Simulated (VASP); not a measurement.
Data:

```
ZnSe
1.0
    0.00000     2.89060     2.89060
    2.89060     0.00000     2.89060
    2.89060     2.89060     0.00000
Zn Se
1 1
Direct
  0.00000   0.00000   0.00000
  0.25000   0.25000   0.25000
```

Calculation: r2SCAN meta-GGA, VASP's PBE PAW potentials (set 64) (plane waves; VASP 6.6.1). Settings: 520 eV cut-off, 8×8×8 Γ-centred mesh, Gaussian smearing of 0.050 eV, potentials Zn Se.

**Question.** Give the stress tensor in GPa (positive for a compressed cell).

**Answer.** 
```
-3.41   0.00   0.00
 0.00  -3.41   0.00
 0.00   0.00  -3.41
```
The pressure is its mean diagonal, -3.41 GPa.

The compound is ZnSe in the zinc blende structure. This cell is one point of a volume scan, at 1.06 of the reference volume.
